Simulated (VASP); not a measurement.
Level of theory: AM05 GGA, VASP's PBE PAW potentials (set 64) (plane waves; VASP).

VASP input:

### POSCAR
```
AgCl
2.7410830
  0.0000000000   0.9999998896   0.9999998896
  0.9999998896   0.0000000000   0.9999998896
  0.9999998896   0.9999998896   0.0000000000
Ag Cl
1 1
Cart
  0.0000000000   0.0000000000   0.0000000000
  0.9999998896   0.9999998896   0.9999998896
```

### INCAR
```
SYSTEM = AgCl
PREC = Accurate
ENCUT = 520
EDIFF = 1E-7
NELM = 100
ALGO = Normal
LREAL = .FALSE.
LASPH = .TRUE.
ISMEAR = 0
SIGMA = 0.05
GGA = AM
LMAXMIX = 4
LWAVE = .FALSE.
LCHARG = .FALSE.
LORBIT = 11
ICHARG = 11
```

KPOINTS:
```
k-points along high-symmetry lines
15
Line-mode
Reciprocal
  0.000000   0.000000   0.000000 ! GAMMA
  0.500000   0.000000   0.500000 ! X

  0.500000   0.000000   0.500000 ! X
  0.625000   0.250000   0.625000 ! U

  0.375000   0.375000   0.750000 ! K
  0.000000   0.000000   0.000000 ! GAMMA

  0.000000   0.000000   0.000000 ! GAMMA
  0.500000   0.500000   0.500000 ! L

  0.500000   0.500000   0.500000 ! L
  0.500000   0.250000   0.750000 ! W

  0.500000   0.250000   0.750000 ! W
  0.500000   0.000000   0.500000 ! X
```

POTCAR, in this order: Ag Cl (PBE.64 set). Program: vasp_std. Read from the step before: CHGCAR.

The run wrote:

OUTCAR:
```
 ion  position               nearest neighbor table
   1  0.000  0.000  0.000-   2 2.74   2 2.74   2 2.74   2 2.74   2 2.74   2 2.74
   2  0.500  0.500  0.500-   1 2.74   1 2.74   1 2.74   1 2.74   1 2.74   1 2.74
  LATTYP: Found a face centered cubic cell.
 ALAT       =     5.4821653948
 Subroutine PRICEL returns:
 Original cell was already a primitive cell.
 Subroutine GETGRP returns: Found 48 space group operations
The static configuration has the point symmetry O_h .
The dynamic configuration has the point symmetry O_h .
 Subroutine INISYM returns: Found 48 space group operations
   k-points           NKPTS =     90   k-points in BZ     NKDIM =     90   number of bands    NBANDS=     13
   number of dos      NEDOS =    301   number of ions     NIONS =      2
   total plane-waves  NPLWV =  27000
   dimension x,y,z NGX =    30 NGY =   30 NGZ =   30
   dimension x,y,z NGXF=    60 NGYF=   60 NGZF=   60
   ions per type =               1   1
   PREC   = accura    normal or accurate (medium, high low for compatibility)
   ISTART =      0    job   : 0-new  1-cont  2-samecut
   ICHARG =     11    charge: 1-file 2-atom 10-const
   ISPIN  =      1    spin polarized calculation?
   LNONCOLLINEAR =      F non collinear calculations
   LSORBIT =      F    spin-orbit coupling
   INIWAV =      1    electr: 0-lowe 1-rand  2-diag
   ENCUT  =  520.0 eV  38.22 Ry    6.18 a.u.   7.21  7.21  7.21*2*pi/ulx,y,z
   NELM   =    100;   NELMIN=  2; NELMDL= -5     # of ELM steps
   EDIFF  = 0.1E-06   stopping-criterion for ELM
   LREAL  =      F    real-space projection
   NLSPLINE    = F    spline interpolate recip. space projectors
   LMAXMIX     =    4 max onsite mixed and CHGCAR
   VOSKOWN=      0    Vosko Wilk Nusair interpolation
   EDIFFG = 0.1E-05   stopping-criterion for IOM
   NSW    =      0    number of steps for IOM
   NBLOCK =      1;   KBLOCK =      1    inner block; outer block
   IBRION =     -1    ionic relax: 0-MD 1-quasi-New 2-CG
   NFREE  =      0    steps in history (QN), initial steepest desc. (CG)
   ISIF   =      2    stress and relaxation
   ISYM   =      2    0-nonsym 1-usesym 2-fastsym
   TEIN   =    0.0    initial temperature
   TEBEG  =    0.0;   TEEND  =   0.0 temperature during run
...
```

**OSZICAR**
```
       N       E                     dE             d eps       ncg     rms          rms(c)
DAV:   1     0.100354918108E+03    0.10035E+03   -0.89615E+03  2388   0.125E+03
DAV:   2    -0.181490304116E+01   -0.10217E+03   -0.96070E+02  2775   0.258E+02
DAV:   3    -0.559744706882E+01   -0.37825E+01   -0.37700E+01  2785   0.523E+01
DAV:   4    -0.562646551158E+01   -0.29018E-01   -0.29015E-01  2685   0.514E+00
DAV:   5    -0.562687190716E+01   -0.40640E-03   -0.40639E-03  2750   0.604E-01
DAV:   6    -0.562687944178E+01   -0.75346E-05   -0.75346E-05  2745   0.815E-02
DAV:   7    -0.562687959781E+01   -0.15603E-06   -0.15603E-06  2765   0.118E-02
DAV:   8    -0.562687960068E+01   -0.28699E-08   -0.28985E-08  1890   0.174E-03
   1 F= -.56268796E+01 E0= -.56268796E+01  d E =-.330873E-11
```

### OUTCAR
```
 val. band max:        4.2261766228   @ k =   0.5000   0.5000   0.5000

 cond. band min:       5.0538051535   @ k =   0.0000   0.0000   0.0000



 k-point     1 :       0.0000    0.0000    0.0000
  band No.  band energies     occupation
      1     -11.1117      2.00000
      2       1.6061      2.00000
      3       1.6061      2.00000
      4       1.6061      2.00000
      5       1.6466      2.00000
      6       1.6466      2.00000
      7       1.7572      2.00000
      8       1.7572      2.00000
      9       1.7572      2.00000
     10       5.0538      0.00000
     11      15.0259      0.00000
     12      15.0259      0.00000
     13      15.0259      0.00000

 k-point     2 :       0.0357    0.0000    0.0357
  band No.  band energies     occupation
      1     -11.1042      2.00000
      2       1.3165      2.00000
      3       1.5241      2.00000
      4       1.5241      2.00000
      5       1.6015      2.00000
      6       1.6492      2.00000
      7       1.8401      2.00000
      8       1.8401      2.00000
      9       2.0389      2.00000
     10       5.1509      0.00000
     11      14.8542      0.00000
     12      14.9616      0.00000
     13      14.9616      0.00000

 k-point     3 :       0.0714    0.0000    0.0714
  band No.  band energies     occupation
      1     -11.0819      2.00000
      2       0.9209      2.00000
      3       1.4013      2.00000
      4       1.4013      2.00000
      5       1.5879      2.00000
      6       1.6567      2.00000
      7       1.9653      2.00000
      8       1.9653      2.00000
      9       2.2997      2.00000
     10       5.4291      0.00000
     11      14.5029      0.00000
     12      14.8045      0.00000
     13      14.8045      0.00000

 k-point     4 :       0.1071    0.0000    0.1071
  band No.  band energies     occupation
      1     -11.0465      2.00000
      2       0.5367      2.00000
      3       1.2838      2.00000
      4       1.2838      2.00000
...
```

The density is held fixed in this step, so its total energy and stress have no physical meaning.

The compound is AgCl in the rock salt structure. It was relaxed first.
